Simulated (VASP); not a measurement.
# Band gap of CaO at several levels of theory

How does the band gap of CaO depend on the functional? The starting structure is a measured crystal structure from the Crystallography Open Database. Cell and atoms stay as given. Meshes and data sets differ where the inputs say so.

Calculated with VASP 6.6.1; Kohn-Sham DFT with plane waves and PAW; LDA, PBE, r2SCAN, TB-mBJ, HSE06, PBE0 and r2SCAN-EpsX.

## (1) The structure

It takes space group Fm-3m (No. 225, cubic). Conventional cell: a = 4.817 Å, b = 4.817 Å, c = 4.817 Å, α = 90.00°, β = 90.00°, γ = 90.00°. Ca has 6 O at 2.41 Å nearest. Nearest to O lie 6 Ca at 2.41 Å. Farther neighbours and most contacts between anions are not listed.

As a file:

```xyz
2
Lattice="0.0000 2.4087 2.4087 2.4087 0.0000 2.4087 2.4087 2.4087 0.0000" Properties=species:S:1:pos:R:3 pbc="T T T"
Ca    0.0000    0.0000    0.0000
O     2.4087    2.4087    2.4087
```

## (2) Bands with LDA

LDA, the lowest rung, knows the local density alone.

INCAR reads:

```
SYSTEM = CaO
PREC = Accurate
ENCUT = 460
EDIFF = 1E-06
NELM = 100
ISMEAR = 0
SIGMA = 0.03
LREAL = .FALSE.
ALGO = Normal
GGA = CA
NBANDS = 20
LORBIT = 11
LWAVE = .FALSE.
LCHARG = .FALSE.
KPAR = 4
LASPH = .TRUE.
```

POSCAR reads:

```
CaO
1.0
    0.0000000000      2.4087000000      2.4087000000
    2.4087000000      0.0000000000      2.4087000000
    2.4087000000      2.4087000000      0.0000000000
Ca O
1 1
Direct
    0.0000000000      0.0000000000      0.0000000000
    0.5000000000      0.5000000000      0.5000000000
```

KPOINTS reads:

```
Automatic mesh
0
Gamma
8 8 8
0 0 0
```

KPOINTS_OPT reads:

```
Line mode
10
Line-mode
Reciprocal
  0.00000000   0.00000000   0.00000000 GAMMA
  0.50000000   0.00000000   0.50000000 X

  0.50000000   0.00000000   0.50000000 X
  0.50000000   0.25000000   0.75000000 W

  0.50000000   0.25000000   0.75000000 W
  0.37500000   0.37500000   0.75000000 K

  0.37500000   0.37500000   0.75000000 K
  0.00000000   0.00000000   0.00000000 GAMMA

  0.00000000   0.00000000   0.00000000 GAMMA
  0.50000000   0.50000000   0.50000000 L

  0.50000000   0.50000000   0.50000000 L
  0.62500000   0.25000000   0.62500000 U

  0.62500000   0.25000000   0.62500000 U
  0.50000000   0.25000000   0.75000000 W

  0.50000000   0.25000000   0.75000000 W
  0.50000000   0.50000000   0.50000000 L

  0.50000000   0.50000000   0.50000000 L
  0.37500000   0.37500000   0.75000000 K

  0.62500000   0.25000000   0.62500000 U
  0.50000000   0.00000000   0.50000000 X
```

PAW data sets: Ca_sv and O (LDA family, release 64).

The run is started by

```bash
mpirun -np 4 vasp_std
```

Log:

```text
[banner, memory and clock lines left out]
running    4 mpi-ranks, on    1 nodes
 distrk:  each k-point on    1 cores,    4 groups
 distr:  one band on    1 cores,    1 groups

 POSCAR found type information on POSCAR CaO
 POSCAR found :  2 types and       2 ions
 LDA part: xc-table for (Slater(with rela. corr.)+CA(PZ))
 , standard interpolation
 POSCAR, INCAR and KPOINTS ok, starting setup
 FFT: planning ... GRIDC
 FFT: planning ... GRID_SOFT
 FFT: planning ... GRID
 WAVECAR not read
 entering main loop
       N       E                     dE             d eps       ncg     rms          rms(c)
DAV:   1     0.114298841033E+03    0.11430E+03   -0.72068E+03  1160   0.745E+02
DAV:   2    -0.114645525625E+02   -0.12576E+03   -0.11640E+03  1276   0.227E+02
DAV:   3    -0.158047852921E+02   -0.43402E+01   -0.42958E+01  1528   0.428E+01
DAV:   4    -0.158835999872E+02   -0.78815E-01   -0.78776E-01  1384   0.523E+00
DAV:   5    -0.158852154142E+02   -0.16154E-02   -0.16154E-02  1480   0.651E-01    0.842E+00
DAV:   6    -0.143459116419E+02    0.15393E+01   -0.27510E+00  1296   0.160E+01    0.375E+00
DAV:   7    -0.142240375248E+02    0.12187E+00   -0.29989E-01  1356   0.476E+00    0.185E+00
DAV:   8    -0.141900319016E+02    0.34006E-01   -0.10742E-01  1508   0.245E+00    0.489E-01
DAV:   9    -0.141880816610E+02    0.19502E-02   -0.48343E-03  1380   0.442E-01    0.112E-01
DAV:  10    -0.141882039203E+02   -0.12226E-03   -0.25219E-04  1356   0.139E-01    0.570E-02
DAV:  11    -0.141881751062E+02    0.28814E-04   -0.30539E-05  1500   0.481E-02    0.906E-03
DAV:  12    -0.141881747033E+02    0.40293E-06   -0.57715E-06  1464   0.178E-02
   1 F= -.14188175E+02 E0= -.14188175E+02  d E =-.338894E-22
 Start KPOINTS_OPT (optional k-point list driver)
k-point batch [1-29\100]
       N       E                     dE             ncg
DAV:   1    -0.170259388256E+04   -0.17587E+05     1160
DAV:   2    -0.533049223733E+04   -0.36279E+04     1280
DAV:   3    -0.544723167937E+04   -0.11674E+03     1504
DAV:   4    -0.544934641706E+04   -0.21147E+01     1388
DAV:   5    -0.544938028540E+04   -0.33868E-01     1464
DAV:   6    -0.544938108981E+04   -0.80441E-03     1336
DAV:   7    -0.544938111014E+04   -0.20326E-04     1472
DAV:   8    -0.544938111061E+04   -0.46905E-06      896
[...]
k-point batch [88-100\100]
       N       E                     dE             ncg
DAV:   1     0.845094221283E+04   -0.90842E+04      528
DAV:   2     0.689301889083E+04   -0.15579E+04      576
DAV:   3     0.683854898007E+04   -0.54470E+02      708
DAV:   4     0.683772617589E+04   -0.82280E+00      592
DAV:   5     0.683771054167E+04   -0.15634E-01      672
DAV:   6     0.683771014009E+04   -0.40158E-03      616
DAV:   7     0.683771013049E+04   -0.95919E-05      652
DAV:   8     0.683771013028E+04   -0.21206E-06      408
```

It took 3.8 s on 4 MPI ranks of Intel Xeon 6975P-C (Granite Rapids), shared host; peak memory 0.52 GiB; 13 s of CPU time.

The logs omit lines about the potential files and the build; timing stands in the text.

From OUTCAR (step 2):

```text
ion  position               nearest neighbor table
   1  0.000  0.000  0.000-   2 2.41   2 2.41   2 2.41   2 2.41   2 2.41   2 2.41
   2  0.500  0.500  0.500-   1 2.41   1 2.41   1 2.41   1 2.41   1 2.41   1 2.41

  LATTYP: Found a face centered cubic cell.
 ALAT       =     4.8174000000

 Subroutine GETGRP returns: Found 48 space group operations
 (whereof 48 operations were pure point group operations)

The static configuration has the point symmetry O_h .

 Found     29 irreducible k-points:

   k-points           NKPTS =     29   k-points in BZ     NKDIM =     29   number of bands    NBANDS=     20

   dimension x,y,z NGX =    24 NGY =   24 NGZ =   24
   dimension x,y,z NGXF=    48 NGYF=   48 NGZF=   48

   ENCUT  =  460.0 eV  33.81 Ry    5.81 a.u.   5.96  5.96  5.96*2*pi/ulx,y,z

   NELECT =      16.0000    total number of electrons

 k-points in reciprocal lattice and weights: Automatic mesh
   0.00000000  0.00000000  0.00000000       0.002
   0.12500000  0.00000000  0.00000000       0.016
   0.25000000  0.00000000  0.00000000       0.016
   0.37500000  0.00000000  0.00000000       0.016
   0.50000000  0.00000000  0.00000000       0.008
   0.12500000  0.12500000  0.00000000       0.012
   0.25000000  0.12500000  0.00000000       0.047
   0.37500000  0.12500000  0.00000000       0.047
   0.50000000  0.12500000  0.00000000       0.047
[...]
-0.37500000  0.50000000  0.12500000       0.023
  -0.25000000  0.50000000  0.25000000       0.012

 average (electrostatic) potential at core
       1 -43.9164       2 -71.4915

 E-fermi :   2.1687

 k-point     1 :       0.0000    0.0000    0.0000
  band No.  band energies     occupation
    ...
      4     -16.1662      2.00000
      5     -13.2196      2.00000
      6       1.9731      2.00000
      7       1.9731      2.00000
      8       1.9731      2.00000
      9       6.4814      0.00000
     10       8.0669      0.00000
     11       8.0669      0.00000
     12       8.0669      0.00000
     13       9.6149      0.00000
    ...

 k-point     2 :       0.1250    0.0000    0.0000
  band No.  band energies     occupation
    ...
      4     -16.1745      2.00000
      5     -12.9935      2.00000
      6       1.4228      2.00000
      7       1.7588      2.00000
      8       1.7588      2.00000
      9       7.1688      0.00000
     10       8.0239      0.00000
     11       8.3357      0.00000
     12       8.3357      0.00000
     13       9.9861      0.00000
    ...

 k-point     3 :       0.2500    0.0000    0.0000
  band No.  band energies     occupation
    ...
      4     -16.1944      2.00000
      5     -12.5330      2.00000
      6       0.4023      2.00000
      7       1.3020      2.00000
      8       1.3020      2.00000
      9       8.0787      0.00000
     10       8.6298      0.00000
     11       9.0419      0.00000
     12       9.0419      0.00000
     13      10.8791      0.00000
    ...

  Total       -1.2962372     -1.2962372     -1.2962372     -0.0000000     -0.0000000      0.0000000
  in kB      -74.3048110    -74.3048110    -74.3048110     -0.0000000     -0.0000000      0.0000000
  external PRESSURE =     -74.3048110 kB  Pullay stress =       0.0000000 kB

  energy-cutoff  :      460.00
  volume of cell :       27.95
      direct lattice vectors                 reciprocal lattice vectors
     0.000000000  2.408700000  2.408700000    -0.207580853  0.207580853  0.207580853
     2.408700000  0.000000000  2.408700000     0.207580853 -0.207580853  0.207580853
     2.408700000  2.408700000  0.000000000     0.207580853  0.207580853 -0.207580853

 POSITION                                       TOTAL-FORCE (eV/Angst)
 -----------------------------------------------------------------------------------
      0.00000      0.00000      0.00000         0.000000      0.000000      0.000000
      2.40870      2.40870      2.40870        -0.000000     -0.000000     -0.000000
 -----------------------------------------------------------------------------------
    total drift:                                0.000000     -0.000000     -0.000000

  FREE ENERGIE OF THE ION-ELECTRON SYSTEM (eV)
  ---------------------------------------------------
  free  energy   TOTEN  =       -14.1881747033 eV

  energy  without entropy=      -14.1881747033  energy(sigma->0) =      -14.18817470

 total charge
# of ion       s       p       d       tot
------------------------------------------
    1        2.040   5.872   0.305   8.217
    2        1.546   3.425   0.000   4.971
--------------------------------------------------
tot          3.586   9.297   0.305  13.188

[... 3 further parts left out ...]
```

At this level the cell is under a tension of 7.4 GPa, so at these settings it is away from equilibrium.

LDA gives a least gap of 3.463 eV, and a least direct gap of 3.841 eV.

## (3) Bands with PBE

PBE, the usual starting point, adds the gradient of the density.

Edit INCAR of step 2 so:

```diff
@@ -9,3 +9,3 @@
 ALGO = Normal
-GGA = CA
+GGA = PE
 NBANDS = 20
```

POSCAR is that of step 2.

KPOINTS is that of step 2.

KPOINTS_OPT is that of step 2.

PAW data sets: Ca_sv and O (PBE family, release 64).

The run is started by

```bash
mpirun -np 4 vasp_std
```

Log:

```text
[banner, memory and clock lines left out]
running    4 mpi-ranks, on    1 nodes
[...]
LDA part: xc-table for (Slater+PW92), standard interpolation
 POSCAR, INCAR and KPOINTS ok, starting setup
[...]
entering main loop
       N       E                     dE             d eps       ncg     rms          rms(c)
DAV:   1     0.116727176205E+03    0.11673E+03   -0.72264E+03  1160   0.746E+02
DAV:   2    -0.100181182604E+02   -0.12675E+03   -0.11735E+03  1276   0.228E+02
DAV:   3    -0.144299931435E+02   -0.44119E+01   -0.43675E+01  1512   0.432E+01
DAV:   4    -0.145117665392E+02   -0.81773E-01   -0.81725E-01  1376   0.532E+00
[...]
DAV:  10    -0.128065555537E+02   -0.67568E-03   -0.63676E-04  1304   0.187E-01    0.584E-02
DAV:  11    -0.128065242274E+02    0.31326E-04   -0.34179E-05  1552   0.664E-02    0.682E-03
DAV:  12    -0.128065249447E+02   -0.71727E-06   -0.79668E-06  1296   0.196E-02
   1 F= -.12806525E+02 E0= -.12806525E+02  d E =-.223712E-36
 Start KPOINTS_OPT (optional k-point list driver)
k-point batch [1-29\100]
       N       E                     dE             ncg
DAV:   1    -0.161024414585E+04   -0.17495E+05     1160
DAV:   2    -0.527193448140E+04   -0.36617E+04     1280
DAV:   3    -0.539017549828E+04   -0.11824E+03     1512
DAV:   4    -0.539236646007E+04   -0.21910E+01     1392
DAV:   5    -0.539240037188E+04   -0.33912E-01     1464
DAV:   6    -0.539240116880E+04   -0.79692E-03     1344
DAV:   7    -0.539240118835E+04   -0.19553E-04     1452
DAV:   8    -0.539240118880E+04   -0.45112E-06      904
[...]
k-point batch [88-100\100]
       N       E                     dE             ncg
DAV:   1     0.849220609622E+04   -0.90430E+04      528
DAV:   2     0.691940893022E+04   -0.15728E+04      576
DAV:   3     0.686430444785E+04   -0.55104E+02      700
DAV:   4     0.686345124819E+04   -0.85320E+00      604
DAV:   5     0.686343499629E+04   -0.16252E-01      676
DAV:   6     0.686343457908E+04   -0.41721E-03      604
DAV:   7     0.686343456895E+04   -0.10136E-04      648
DAV:   8     0.686343456872E+04   -0.22587E-06      424
```

The job ended after 4.4 s (4 MPI ranks; peak memory 0.55 GiB).

From OUTCAR (step 3):

```text
  Total        0.1572272      0.1572272      0.1572272      0.0000000     -0.0000000      0.0000000
  in kB        9.0128055      9.0128055      9.0128055      0.0000000     -0.0000000      0.0000000
  external PRESSURE =       9.0128055 kB  Pullay stress =       0.0000000 kB

 POSITION                                       TOTAL-FORCE (eV/Angst)
 -----------------------------------------------------------------------------------
      0.00000      0.00000      0.00000        -0.000000     -0.000000     -0.000000
      2.40870      2.40870      2.40870         0.000000      0.000000      0.000000
 -----------------------------------------------------------------------------------
    total drift:                                0.000000     -0.000000     -0.000000

  FREE ENERGIE OF THE ION-ELECTRON SYSTEM (eV)
  ---------------------------------------------------
  free  energy   TOTEN  =       -12.8065249447 eV

  energy  without entropy=      -12.8065249447  energy(sigma->0) =      -12.80652494

[... 2 parts as in an earlier step ...]

[... 1 further part left out ...]
[key lines of the parts left out:]
E-fermi :   2.5704
```

PBE gives a least gap of 3.638 eV, and a least direct gap of 4.014 eV. The least gap is +0.175 eV from that of LDA.

## (4) Bands with r2SCAN

r2SCAN adds the kinetic-energy density, costs more than a GGA and is run with LASPH.

Edit INCAR of step 3 so:

```diff
@@ -9,3 +9,4 @@
 ALGO = Normal
-GGA = PE
+METAGGA = R2SCAN
+LASPH = .TRUE.
 NBANDS = 20
@@ -15,2 +16 @@
 KPAR = 4
-LASPH = .TRUE.
```

POSCAR is that of step 3.

KPOINTS is that of step 3.

KPOINTS_OPT is that of step 3.

The run is started by

```bash
mpirun -np 4 vasp_std
```

Log:

```text
[banner, memory and clock lines left out]
running    4 mpi-ranks, on    1 nodes
[...]
|                                                                             |
|               ----> ADVICE to this user running VASP <----                  |
|                                                                             |
|     You enforced a specific xc type in the INCAR file but a different       |
|     [... a line on the potential file left out ...]
|     I HOPE YOU KNOW WHAT YOU ARE DOING!                                     |
|                                                                             |

 LDA part: xc-table for (None), standard interpolation
 POSCAR, INCAR and KPOINTS ok, starting setup
[...]
entering main loop
       N       E                     dE             d eps       ncg     rms          rms(c)
DAV:   1     0.110194058717E+03    0.11019E+03   -0.73446E+03  1160   0.762E+02
DAV:   2    -0.205472201584E+02   -0.13074E+03   -0.12108E+03  1272   0.234E+02
[...]
DAV:  12    -0.194574123449E+02    0.23888E-04   -0.32734E-05  1556   0.495E-02    0.623E-03
DAV:  13    -0.194574128060E+02   -0.46105E-06   -0.51345E-06  1484   0.160E-02
   1 F= -.19457413E+02 E0= -.19457413E+02  d E =-.448446E-16
 Start KPOINTS_OPT (optional k-point list driver)
k-point batch [1-29\100]
       N       E                     dE             ncg
DAV:   1    -0.183425972507E+04   -0.17719E+05     1160
DAV:   2    -0.565514701467E+04   -0.38209E+04     1288
DAV:   3    -0.577640968852E+04   -0.12126E+03     1504
DAV:   4    -0.577875189097E+04   -0.23422E+01     1396
DAV:   5    -0.577879166296E+04   -0.39772E-01     1460
DAV:   6    -0.577879265771E+04   -0.99475E-03     1356
DAV:   7    -0.577879268269E+04   -0.24976E-04     1436
DAV:   8    -0.577879268329E+04   -0.60625E-06      904
[...]
k-point batch [88-100\100]
       N       E                     dE             ncg
DAV:   1     0.838978419056E+04   -0.91454E+04      528
DAV:   2     0.674733848042E+04   -0.16424E+04      572
DAV:   3     0.669107052682E+04   -0.56268E+02      712
DAV:   4     0.669017161877E+04   -0.89891E+00      600
DAV:   5     0.669015402358E+04   -0.17595E-01      676
DAV:   6     0.669015352998E+04   -0.49360E-03      608
DAV:   7     0.669015351712E+04   -0.12863E-04      656
DAV:   8     0.669015351682E+04   -0.30165E-06      404
```

Run time: 13 s. Hardware: 4 MPI ranks; peak memory 0.56 GiB.

From OUTCAR (step 4):

```text
  Total       -0.1981874     -0.1981874     -0.1981874     -0.0000000      0.0000000      0.0000000
  in kB      -11.3607872    -11.3607872    -11.3607872     -0.0000000      0.0000000      0.0000000
  external PRESSURE =     -11.3607872 kB  Pullay stress =       0.0000000 kB

 POSITION                                       TOTAL-FORCE (eV/Angst)
 -----------------------------------------------------------------------------------
      0.00000      0.00000      0.00000         0.000000     -0.000000     -0.000000
      2.40870      2.40870      2.40870        -0.000000      0.000000      0.000000
 -----------------------------------------------------------------------------------
    total drift:                                0.000000     -0.000000     -0.000000

  FREE ENERGIE OF THE ION-ELECTRON SYSTEM (eV)
  ---------------------------------------------------
  free  energy   TOTEN  =       -19.4574128060 eV

  energy  without entropy=      -19.4574128060  energy(sigma->0) =      -19.45741281

[... 2 parts as in an earlier step ...]

[... 1 further part left out ...]
[key lines of the parts left out:]
E-fermi :   2.1368
```

r2SCAN gives a least gap of 4.190 eV, and a least direct gap of 4.566 eV. The least gap is +0.727 eV from that of LDA.

## (5) Bands with TB-mBJ

TB-mBJ is a local potential fitted to gaps: it costs far less than a hybrid but gives no energy. Its energies, forces and stress mean nothing.

Edit INCAR of step 4 so:

```diff
@@ -4,3 +4,3 @@
 EDIFF = 1E-06
-NELM = 100
+NELM = 150
 ISMEAR = 0
@@ -9,3 +9,3 @@
 ALGO = Normal
-METAGGA = R2SCAN
+METAGGA = MBJ
 LASPH = .TRUE.
```

POSCAR is that of step 4.

KPOINTS is that of step 4.

KPOINTS_OPT is that of step 4.

The run is started by

```bash
mpirun -np 4 vasp_std
```

Log:

```text
[banner, memory and clock lines left out]
running    4 mpi-ranks, on    1 nodes
[...]
[... a notice as in an earlier step ...]

 LDA part: xc-table for (None), standard interpolation
 POSCAR, INCAR and KPOINTS ok, starting setup
[...]
entering main loop
       N       E                     dE             d eps       ncg     rms          rms(c)
DAV:   1     0.179374387153E+03    0.17937E+03   -0.70766E+03  1160   0.737E+02
DAV:   2     0.553031595077E+02   -0.12407E+03   -0.11478E+03  1296   0.225E+02
DAV:   3     0.508424561654E+02   -0.44607E+01   -0.44066E+01  1572   0.431E+01
DAV:   4     0.507672490161E+02   -0.75207E-01   -0.75162E-01  1376   0.533E+00
[...]
DAV:  46     0.524073570823E+02   -0.63130E-04   -0.16597E-09   616   0.290E-04    0.109E-04
DAV:  47     0.524074047350E+02    0.47653E-04   -0.11630E-09   608   0.274E-04    0.298E-05
DAV:  48     0.524074055549E+02    0.81994E-06   -0.51068E-10   604   0.194E-04
   1 F= 0.52407406E+02 E0= 0.52407406E+02  d E =-.434753E-45
 Start KPOINTS_OPT (optional k-point list driver)
k-point batch [1-29\100]
       N       E                     dE             ncg
DAV:   1    -0.131503843849E+04   -0.17199E+05     1160
DAV:   2    -0.512766635068E+04   -0.38126E+04     1296
DAV:   3    -0.524886520519E+04   -0.12120E+03     1564
DAV:   4    -0.525147637947E+04   -0.26112E+01     1404
DAV:   5    -0.525151977092E+04   -0.43391E-01     1452
DAV:   6    -0.525152082358E+04   -0.10527E-02     1412
DAV:   7    -0.525152085262E+04   -0.29045E-04     1416
DAV:   8    -0.525152085332E+04   -0.70142E-06     1040
[...]
k-point batch [88-100\100]
       N       E                     dE             ncg
DAV:   1     0.862597835756E+04   -0.89092E+04      528
DAV:   2     0.698454087681E+04   -0.16414E+04      596
DAV:   3     0.692940050979E+04   -0.55140E+02      700
DAV:   4     0.692829882068E+04   -0.11017E+01      600
DAV:   5     0.692827389262E+04   -0.24928E-01      680
DAV:   6     0.692827326346E+04   -0.62915E-03      628
DAV:   7     0.692827324706E+04   -0.16406E-04      636
DAV:   8     0.692827324659E+04   -0.46757E-06      484
```

It took 16 s on 4 MPI ranks; peak memory 0.57 GiB; 61 s of CPU time.

From OUTCAR (step 5):

```text
  Total      -50.3801329    -50.3801329    -50.3801329      0.0000000      0.0000000      0.0000000
  in kB    -2887.9638815  -2887.9638815  -2887.9638815      0.0000000      0.0000000      0.0000000
  external PRESSURE =   -2887.9638815 kB  Pullay stress =       0.0000000 kB

  FREE ENERGIE OF THE ION-ELECTRON SYSTEM (eV)
  ---------------------------------------------------
  free  energy   TOTEN  =        52.4074055549 eV

  energy  without entropy=       52.4074055549  energy(sigma->0) =       52.40740555

[... 3 parts as in an earlier step ...]

[... 1 further part left out ...]
[key lines of the parts left out:]
E-fermi :   3.3004
```

TB-mBJ gives a least gap of 5.256 eV, and a least direct gap of 5.563 eV. The least gap is +1.793 eV from that of LDA.

(Part 1 of 2 ends here.)

[Lines on the potential files, build, host, timing and source positions are cut from VASP's logs without a mark.]

[Logs are printed without paths, hosts, clocks, repeated set-up lines and the standing remarks that a program may print on its own settings, such as how far it seeks lower states.]

[Hosts, paths, dates, database ids (printed as entryN), source tags and the programs' standing remarks are cut or masked in the printed files.]
